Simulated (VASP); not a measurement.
# Yb: cell size and functional

Aim: relax Yb at several levels of theory and compare the cells. The starting structure is a measured crystal structure from the Crystallography Open Database.

Program: VASP 6.6.1. Level of theory: Kohn-Sham DFT with plane waves and PAW; PBEsol, r2SCAN, PBE and LDA. Results are calculated unless marked as measured.

**1. Set-up**

Symmetry: Fm-3m, No. 225, cubic system. Conventional cell: a = 5.486 Å, b = 5.486 Å, c = 5.486 Å, α = 90.00°, β = 90.00°, γ = 90.00°. Nearest to Yb lie 12 Yb at 3.88 Å.

**2. Relaxation with PBEsol**

PBEsol restores the gradient expansion of exchange and is tuned for the cells of solids. This run starts from the cell of an earlier relaxation, which isn't shown; the restart sets up the plane waves anew.

Contents of INCAR:

```
SYSTEM = Yb
PREC = Accurate
ENCUT = 520
EDIFF = 1E-07
NELM = 100
ISMEAR = 1
SIGMA = 0.15
LREAL = .FALSE.
ALGO = Normal
GGA = PS
NBANDS = 10
ISPIN = 2
MAGMOM = 0
LASPH = .TRUE.
LMAXMIX = 6
LORBIT = 11
LWAVE = .FALSE.
LCHARG = .FALSE.
KPAR = 4
IBRION = 2
NSW = 50
ISIF = 3
EDIFFG = -0.005
```

Contents of POSCAR:

```
Yb
1.0
    0.0000000000      2.6412883966      2.6412883966
    2.6412883966      0.0000000000      2.6412883966
    2.6412883966      2.6412883966      0.0000000000
Yb
1
Direct
    0.0000000000      0.0000000000      0.0000000000
```

Contents of KPOINTS:

```
Automatic mesh
0
Gamma
16 16 16
0 0 0
```

PAW data sets: Yb_2 (PBE family, release 64).

The run is started by

```console
$ mpirun -np 4 vasp_std
```

Output:

```text
[banner, memory and clock lines left out]
running    4 mpi-ranks, on    1 nodes
 distrk:  each k-point on    1 cores,    4 groups
 distr:  one band on    1 cores,    1 groups

 POSCAR found type information on POSCAR Yb
 POSCAR found :  1 types and       1 ions
|                                                                             |
|               ----> ADVICE to this user running VASP <----                  |
|                                                                             |
|     You enforced a specific xc type in the INCAR file but a different       |
|     [... a line on the potential file left out ...]
|     I HOPE YOU KNOW WHAT YOU ARE DOING!                                     |
|                                                                             |

 LDA part: xc-table for (Slater+PW92), standard interpolation
 POSCAR, INCAR and KPOINTS ok, starting setup
 FFT: planning ... GRIDC
 FFT: planning ... GRID_SOFT
 FFT: planning ... GRID
 WAVECAR not read
 entering main loop
       N       E                     dE             d eps       ncg     rms          rms(c)
DAV:   1     0.127172858511E+02    0.12717E+02   -0.41328E+03  6184   0.701E+02
DAV:   2    -0.151411045270E+01   -0.14231E+02   -0.13939E+02  6344   0.113E+02
DAV:   3    -0.173563269188E+01   -0.22152E+00   -0.22118E+00  7144   0.100E+01
DAV:   4    -0.173634247015E+01   -0.70978E-03   -0.70975E-03  6550   0.666E-01
DAV:   5    -0.173634677794E+01   -0.43078E-05   -0.43078E-05  6524   0.479E-02    0.830E+00
DAV:   6    -0.174466005020E+01   -0.83133E-02   -0.72379E-04  6524   0.223E-01    0.498E+00
DAV:   7    -0.174963282040E+01   -0.49728E-02   -0.17975E-03  6458   0.351E-01    0.367E-02
DAV:   8    -0.174961593161E+01    0.16889E-04   -0.46617E-05  6286   0.570E-02    0.184E-02
DAV:   9    -0.174961509684E+01    0.83477E-06   -0.68499E-06  6642   0.200E-02    0.277E-03
DAV:  10    -0.174961458799E+01    0.50886E-06   -0.13869E-06  6224   0.781E-03    0.263E-03
DAV:  11    -0.174961461321E+01   -0.25226E-07   -0.69678E-08  3690   0.193E-03
   1 F= -.17496146E+01 E0= -.17499319E+01  d E =-.174961E+01  mag=     0.0000
 curvature:   0.00 expect dE= 0.000E+00 dE for cont linesearch  0.000E+00
 trial: gam= 0.00000 g(F)=  0.143E-65 g(S)=  0.108E-05 ort = 0.000E+00 (trialstep = 0.100E+01)
 search vector abs. value=  0.108E-05
 reached required accuracy - stopping structural energy minimisation
```

It took 19 s on 4 MPI ranks of AMD EPYC 7R43, shared host; peak memory 0.81 GiB; 65 s of CPU time.

The logs omit lines about the potential files and the build; timing stands in the text.

From OUTCAR (step 2):

```text
ion  position               nearest neighbor table
   1  0.000  0.000  0.000-

  LATTYP: Found a face centered cubic cell.
 ALAT       =     5.2825767932

 Subroutine GETGRP returns: Found 48 space group operations
 (whereof 48 operations were pure point group operations)

The static configuration has the point symmetry O_h .

 Found    145 irreducible k-points:

   k-points           NKPTS =    145   k-points in BZ     NKDIM =    145   number of bands    NBANDS=     10

   dimension x,y,z NGX =    28 NGY =   28 NGZ =   28
   dimension x,y,z NGXF=    56 NGYF=   56 NGZF=   56

   ENCUT  =  520.0 eV  38.22 Ry    6.18 a.u.   6.95  6.95  6.95*2*pi/ulx,y,z

   NELECT =       8.0000    total number of electrons

 k-points in reciprocal lattice and weights: Automatic mesh
   0.00000000  0.00000000  0.00000000       0.000
   0.06250000  0.00000000  0.00000000       0.002
   0.12500000  0.00000000  0.00000000       0.002
   0.18750000  0.00000000  0.00000000       0.002
   0.25000000  0.00000000  0.00000000       0.002
   0.31250000  0.00000000  0.00000000       0.002
   0.37500000  0.00000000  0.00000000       0.002
   0.43750000  0.00000000  0.00000000       0.002
   0.50000000  0.00000000  0.00000000       0.001
[...]
-0.31250000  0.50000000  0.18750000       0.003
  -0.25000000  0.50000000  0.25000000       0.001

 average (electrostatic) potential at core
       1 -29.1507

 E-fermi :   1.5974

 spin component 1
 k-point     1 :       0.0000    0.0000    0.0000
  band No.  band energies     occupation
      1     -21.3400      1.00000
      2     -21.3400      1.00000
      3     -21.3400      1.00000
      4      -3.5310      1.00000
      5       4.6875      0.00000
      6       4.6875      0.00000
      7       4.6875      0.00000
      8       6.8724      0.00000
      9       6.8724      0.00000
    ...

 k-point     2 :       0.0625    0.0000    0.0000
  band No.  band energies     occupation
      1     -21.3540      1.00000
      2     -21.3418      1.00000
      3     -21.3418      1.00000
      4      -3.4403      1.00000
      5       4.5401     -0.00000
      6       4.7323      0.00000
      7       4.7323      0.00000
      8       6.8026      0.00000
      9       6.8026      0.00000
    ...

 k-point     3 :       0.1250    0.0000    0.0000
  band No.  band energies     occupation
      1     -21.3934      1.00000
      2     -21.3470      1.00000
      3     -21.3470      1.00000
      4      -3.1740      1.00000
      5       4.1667     -0.00000
      6       4.8424      0.00000
      7       4.8424      0.00000
      8       6.6546      0.00000
      9       6.6546      0.00000
    ...

 k-point     4 :       0.1875    0.0000    0.0000
  band No.  band energies     occupation
      1     -21.4516      1.00000
      2     -21.3547      1.00000
      3     -21.3547      1.00000
      4      -2.7496      1.00000
      5       3.6922     -0.00000
      6       4.9339      0.00000
      7       4.9339      0.00000
      8       6.5870      0.00000
      9       6.5870      0.00000
    ...

 k-point     5 :       0.2500    0.0000    0.0000
  band No.  band energies     occupation
      1     -21.5192      1.00000
      2     -21.3638      1.00000
      3     -21.3638      1.00000
      4      -2.1976      1.00000
      5       3.2061     -0.00000
      6       4.9005      0.00000
      7       4.9005      0.00000
      8       6.7649      0.00000
      9       6.7649      0.00000
    ...

 k-point     6 :       0.3125    0.0000    0.0000
  band No.  band energies     occupation
      1     -21.5856      1.00000
      2     -21.3729      1.00000
      3     -21.3729      1.00000
      4      -1.5653      1.00000
      5       2.7533     -0.00000
      6       4.7574      0.00000
      7       4.7574      0.00000
      8       7.1933      0.00000
      9       7.1933      0.00000
    ...

  Total        0.0027326      0.0027326      0.0027326      0.0000000      0.0000000     -0.0000000
  in kB        0.1187975      0.1187975      0.1187975      0.0000000      0.0000000     -0.0000000
  external PRESSURE =       0.1187975 kB  Pullay stress =       0.0000000 kB

  energy-cutoff  :      520.00
  volume of cell :       36.85
      direct lattice vectors                 reciprocal lattice vectors
     0.000000000  2.641288397  2.641288397    -0.189301555  0.189301555  0.189301555
     2.641288397  0.000000000  2.641288397     0.189301555 -0.189301555  0.189301555
     2.641288397  2.641288397  0.000000000     0.189301555  0.189301555 -0.189301555

 POSITION                                       TOTAL-FORCE (eV/Angst)
 -----------------------------------------------------------------------------------
      0.00000      0.00000      0.00000         0.000000     -0.000000      0.000000
 -----------------------------------------------------------------------------------
    total drift:                               -0.000000     -0.000000     -0.000000

  FREE ENERGIE OF THE ION-ELECTRON SYSTEM (eV)
  ---------------------------------------------------
  free  energy   TOTEN  =        -1.7496146132 eV

  energy  without entropy=       -1.7505666090  energy(sigma->0) =       -1.74993195

 reached required accuracy - stopping structural energy minimisation

 total charge
# of ion       s       p       d       tot
------------------------------------------
    1        0.503   6.278   0.336   7.116

 magnetization (x)
# of ion       s       p       d       tot
------------------------------------------
    1       -0.000  -0.000   0.000  -0.000

[... 1 further part left out ...]
```

CONTCAR:

```
Yb
   1.00000000000000
     0.0000000000000000    2.6412883965999998    2.6412883965999998
     2.6412883965999998    0.0000000000000000    2.6412883965999998
     2.6412883965999998    2.6412883965999998    0.0000000000000000
  Yb
     1
Direct
     0.0000000000000000    0.0000000000000000    0.0000000000000000
```

The data set Yb_2 holds the 4f electrons frozen in the core, so no f bands or f moments appear. The PAW data sets were made with PBE, which is usual practice but a small mismatch for other functionals. The run keeps the 48 symmetry operations of its start, so it cannot find a distortion of lower symmetry.

With PBEsol the relaxed cell holds 36.853 Å³ an atom, -10.73 % against the measured cell, with a = 5.283 Å.

**3. Relaxation with r2SCAN**

r2SCAN adds the kinetic-energy density, costs more than a GGA and is run with LASPH. This run starts from the cell of an earlier relaxation, which isn't shown; the restart sets up the plane waves anew.

Changes to INCAR since step 2:

```diff
@@ -9,3 +9,4 @@
 ALGO = Normal
-GGA = PS
+METAGGA = R2SCAN
+LASPH = .TRUE.
 NBANDS = 10
@@ -13,3 +14,2 @@
 MAGMOM = 0
-LASPH = .TRUE.
 LMAXMIX = 6
```

Contents of POSCAR:

```
Yb
1.0
    0.0000000000      2.6934170009      2.6934170009
    2.6934170009      0.0000000000      2.6934170009
    2.6934170009      2.6934170009      0.0000000000
Yb
1
Direct
    0.0000000000      0.0000000000      0.0000000000
```

KPOINTS is that of step 2.

The run is started by

```console
$ mpirun -np 4 vasp_std
```

Output:

```text
[banner, memory and clock lines left out]
running    4 mpi-ranks, on    1 nodes
[...]
[... a notice as in an earlier step ...]

 LDA part: xc-table for (None), standard interpolation
 POSCAR, INCAR and KPOINTS ok, starting setup
[...]
entering main loop
       N       E                     dE             d eps       ncg     rms          rms(c)
DAV:   1    -0.191664391143E+02   -0.19166E+02   -0.43030E+03  6016   0.730E+02
DAV:   2    -0.333469398709E+02   -0.14181E+02   -0.13939E+02  6516   0.116E+02
DAV:   3    -0.335649127358E+02   -0.21797E+00   -0.21716E+00  7168   0.103E+01
DAV:   4    -0.335657645034E+02   -0.85177E-03   -0.85172E-03  6578   0.756E-01
[...]
DAV:  10    -0.334561380488E+02   -0.21424E-05   -0.39782E-06  6448   0.158E-02    0.232E-03
DAV:  11    -0.334561393985E+02   -0.13498E-05   -0.48419E-07  6484   0.531E-03    0.858E-04
DAV:  12    -0.334561393732E+02    0.25290E-07   -0.22250E-08  3506   0.134E-03
   1 F= -.33456139E+02 E0= -.33455478E+02  d E =-.334561E+02  mag=     0.0000
[...]
reached required accuracy - stopping structural energy minimisation
```

Wall time 88 s (4 MPI ranks); peak memory 0.85 GiB.

OUTCAR, selected parts (step 3):

```text
  Total       -0.0016574     -0.0016574     -0.0016574     -0.0000000      0.0000000     -0.0000000
  in kB       -0.0679527     -0.0679527     -0.0679527     -0.0000000      0.0000000     -0.0000000
  external PRESSURE =      -0.0679527 kB  Pullay stress =       0.0000000 kB

 POSITION                                       TOTAL-FORCE (eV/Angst)
 -----------------------------------------------------------------------------------
      0.00000      0.00000      0.00000         0.000000      0.000000      0.000000
 -----------------------------------------------------------------------------------
    total drift:                               -0.000000      0.000000      0.000000

  FREE ENERGIE OF THE ION-ELECTRON SYSTEM (eV)
  ---------------------------------------------------
  free  energy   TOTEN  =       -33.4561393732 eV

  energy  without entropy=      -33.4541548970  energy(sigma->0) =      -33.45547788

 magnetization (x)
# of ion       s       p       d       tot
------------------------------------------
    1       -0.000   0.000   0.000   0.000

[... 2 parts as in an earlier step ...]

[... 2 further parts left out ...]
[key lines of the parts left out:]
E-fermi :   1.3949
```

With r2SCAN the relaxed cell holds 39.079 Å³ an atom, -5.34 % against the measured cell, with a = 5.387 Å. That is +6.04 % from PBEsol.

**4. Relaxation with PBE**

PBE, the usual starting point, adds the gradient of the density. This run starts from the cell of an earlier relaxation, which isn't shown; the restart sets up the plane waves anew.

Changes to INCAR since step 3:

```diff
@@ -9,4 +9,3 @@
 ALGO = Normal
-METAGGA = R2SCAN
-LASPH = .TRUE.
+GGA = PE
 NBANDS = 10
@@ -14,2 +13,3 @@
 MAGMOM = 0
+LASPH = .TRUE.
 LMAXMIX = 6
```

Contents of POSCAR:

```
Yb
1.0
    0.0000000000      2.7131543699      2.7131543699
    2.7131543699      0.0000000000      2.7131543699
    2.7131543699      2.7131543699      0.0000000000
Yb
1
Direct
    0.0000000000      0.0000000000      0.0000000000
```

KPOINTS is that of step 3.

The run is started by

```console
$ mpirun -np 4 vasp_std
```

Output:

```text
[banner, memory and clock lines left out]
running    4 mpi-ranks, on    1 nodes
[...]
LDA part: xc-table for (Slater+PW92), standard interpolation
 POSCAR, INCAR and KPOINTS ok, starting setup
[...]
entering main loop
       N       E                     dE             d eps       ncg     rms          rms(c)
DAV:   1     0.126350115228E+02    0.12635E+02   -0.41583E+03  6096   0.693E+02
DAV:   2    -0.123094306972E+01   -0.13866E+02   -0.13616E+02  6476   0.111E+02
DAV:   3    -0.145148844193E+01   -0.22055E+00   -0.22012E+00  7018   0.995E+00
DAV:   4    -0.145234718032E+01   -0.85874E-03   -0.85871E-03  6546   0.742E-01
[...]
DAV:   9    -0.146585526610E+01   -0.22403E-05   -0.57688E-06  6456   0.198E-02    0.322E-03
DAV:  10    -0.146585435879E+01    0.90731E-06   -0.19304E-06  6238   0.913E-03    0.164E-03
DAV:  11    -0.146585441906E+01   -0.60272E-07   -0.54978E-08  3854   0.176E-03
   1 F= -.14658544E+01 E0= -.14658307E+01  d E =-.146585E+01  mag=     0.0000
[...]
reached required accuracy - stopping structural energy minimisation
```

Run time: 22 s. Hardware: 4 MPI ranks; peak memory 0.87 GiB.

OUTCAR, selected parts (step 4):

```text
  Total       -0.0003150     -0.0003150     -0.0003150     -0.0000000      0.0000000     -0.0000000
  in kB       -0.0126365     -0.0126365     -0.0126365     -0.0000000      0.0000000     -0.0000000
  external PRESSURE =      -0.0126365 kB  Pullay stress =       0.0000000 kB

  FREE ENERGIE OF THE ION-ELECTRON SYSTEM (eV)
  ---------------------------------------------------
  free  energy   TOTEN  =        -1.4658544191 eV

  energy  without entropy=       -1.4657832775  energy(sigma->0) =       -1.46583071

 magnetization (x)
# of ion       s       p       d       tot
------------------------------------------
    1        0.000   0.000  -0.000  -0.000

[... 3 parts as in an earlier step ...]

[... 2 further parts left out ...]
[key lines of the parts left out:]
E-fermi :   1.4560
```

With PBE the relaxed cell holds 39.944 Å³ an atom, -3.24 % against the measured cell, with a = 5.426 Å. That is +8.39 % from PBEsol.

**5. Relaxation with LDA**

LDA, the lowest rung, knows the local density alone. This run starts from the cell of an earlier relaxation, which isn't shown; the restart sets up the plane waves anew.

Changes to INCAR since step 4:

```diff
@@ -9,3 +9,3 @@
 ALGO = Normal
-GGA = PE
+GGA = CA
 NBANDS = 10
```

Contents of POSCAR:

```
Yb
1.0
    0.0000000000      2.5643294479      2.5643294479
    2.5643294479      0.0000000000      2.5643294479
    2.5643294479      2.5643294479      0.0000000000
Yb
1
Direct
    0.0000000000      0.0000000000      0.0000000000
```

KPOINTS is that of step 4.

The run is started by

```console
$ mpirun -np 4 vasp_std
```

Output:

```text
[banner, memory and clock lines left out]
running    4 mpi-ranks, on    1 nodes
[...]
[... a notice as in an earlier step ...]

 LDA part: xc-table for (Slater(with rela. corr.)+CA(PZ))
 , standard interpolation
 POSCAR, INCAR and KPOINTS ok, starting setup
[...]
entering main loop
       N       E                     dE             d eps       ncg     rms          rms(c)
DAV:   1     0.122560401925E+02    0.12256E+02   -0.40965E+03  6112   0.707E+02
DAV:   2    -0.171320488056E+01   -0.13969E+02   -0.13675E+02  6422   0.113E+02
DAV:   3    -0.192131520377E+01   -0.20811E+00   -0.20787E+00  6886   0.978E+00
DAV:   4    -0.192187088352E+01   -0.55568E-03   -0.55567E-03  6416   0.608E-01
[...]
DAV:  10    -0.193766517189E+01    0.23723E-06   -0.27067E-06  6202   0.109E-02    0.372E-03
DAV:  11    -0.193766502420E+01    0.14768E-06   -0.24098E-07  6102   0.344E-03    0.834E-04
DAV:  12    -0.193766501519E+01    0.90138E-08   -0.18416E-08  3074   0.105E-03
   1 F= -.19376650E+01 E0= -.19380884E+01  d E =-.193767E+01  mag=     0.0000
[...]
reached required accuracy - stopping structural energy minimisation
```

It took 18 s on 4 MPI ranks; peak memory 0.73 GiB; 62 s of CPU time.

Parts of OUTCAR (step 5):

```text
  Total        0.0042074      0.0042074      0.0042074     -0.0000000      0.0000000      0.0000000
  in kB        0.1998795      0.1998795      0.1998795     -0.0000000      0.0000000      0.0000000
  external PRESSURE =       0.1998795 kB  Pullay stress =       0.0000000 kB

 POSITION                                       TOTAL-FORCE (eV/Angst)
 -----------------------------------------------------------------------------------
      0.00000      0.00000      0.00000         0.000000      0.000000      0.000000
 -----------------------------------------------------------------------------------
    total drift:                               -0.000000     -0.000000     -0.000000

  FREE ENERGIE OF THE ION-ELECTRON SYSTEM (eV)
  ---------------------------------------------------
  free  energy   TOTEN  =        -1.9376650152 eV

  energy  without entropy=       -1.9389352979  energy(sigma->0) =       -1.93808844

 magnetization (x)
# of ion       s       p       d       tot
------------------------------------------
    1       -0.000   0.000  -0.000   0.000

[... 2 parts as in an earlier step ...]

[... 2 further parts left out ...]
[key lines of the parts left out:]
E-fermi :   1.7449
```

With LDA the relaxed cell holds 33.725 Å³ an atom, -18.30 % against the measured cell, with a = 5.129 Å. That is -8.49 % from PBEsol.

**6. The runs compared**

```tsv
level	volume (Å³/atom)	against the measured cell (%)	a (Å)	pressure left (GPa)	core minutes
PBEsol	36.853	-10.73	5.2826	0.01	7.09
r2SCAN	39.079	-5.34	5.3868	-0.01	34.5
PBE	39.944	-3.24	5.4263	0.0	7.0
LDA	33.725	-18.3	5.1287	0.02	6.53
```

Core minutes are wall time times ranks, summed over the relaxations behind a row (those for a bulk modulus apart), on shared hosts.

**7. What came out**

| Quantity | Value |
| --- | --- |
| volume, PBEsol | 36.85 Å³/atom |
| volume, r2SCAN | 39.08 Å³/atom |
| volume, PBE | 39.94 Å³/atom |
| volume, LDA | 33.72 Å³/atom |

**Reading.** Across 4 levels the volume of Yb spans 18.4 %, from 33.72 Å³ an atom (LDA) to 39.94 Å³ (PBE). Against the measured volume of the starting structure, PBE comes nearest (-3.2 %) and LDA lies farthest (-18.3 %). The measured cell holds zero-point expansion and, unless it was taken cold, thermal expansion, which the runs lack, so small differences decide nothing. All runs keep the symmetry of the start, so they can't find a distortion of lower symmetry.

[Lines on the potential files, build, host, timing and source positions are cut from VASP's logs without a mark.]

[Logs are printed without paths, hosts, clocks, repeated set-up lines and the standing remarks that a program may print on its own settings, such as how far it seeks lower states.]

[Hosts, paths, dates, database ids (printed as entryN), source tags and the programs' standing remarks are cut or masked in the printed files.]
